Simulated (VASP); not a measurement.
Here is the system:

```
CELL_PARAMETERS angstrom
      0.00000     2.44836     2.44836
      2.44836     0.00000     2.44836
      2.44836     2.44836     0.00000
ATOMIC_POSITIONS crystal
  Y  0.00000 0.00000 0.00000
  N  0.50000 0.50000 0.50000
```

Level of theory: LDA (Ceperley-Alder, Perdew-Zunger), VASP's LDA PAW potentials (set 64) (plane waves; VASP). Numerical set-up: 520 eV cut-off, 8×8×8 Γ-centred mesh, Gaussian smearing of 0.050 eV, potentials Y_sv N.

Energy and stress use the plane-wave basis of the starting cell.

Question: The ions, cell shape and volume are relaxed. Which structure does the run end with?

Answer: 
```
CELL_PARAMETERS angstrom
      0.00000     2.41140     2.41140
      2.41140     0.00000     2.41140
      2.41140     2.41140     0.00000
ATOMIC_POSITIONS crystal
  Y  0.00000 0.00000 0.00000
  N  0.50000 0.50000 0.50000
```
Space group Fm-3m (225), at a tolerance of 0.03 Å.

Question: How do energy and volume change from the first to the last step?

Answer: The energy (σ→0) changes by -16.3 meV/atom and the volume by -4.5 %, in 3 ionic steps.

The structure comes from a computed database's YN entry (Fm-3m); how it stands against other phases isn't given here. This run relaxes it. Symmetry was kept, so distortions that lower it aren't found.
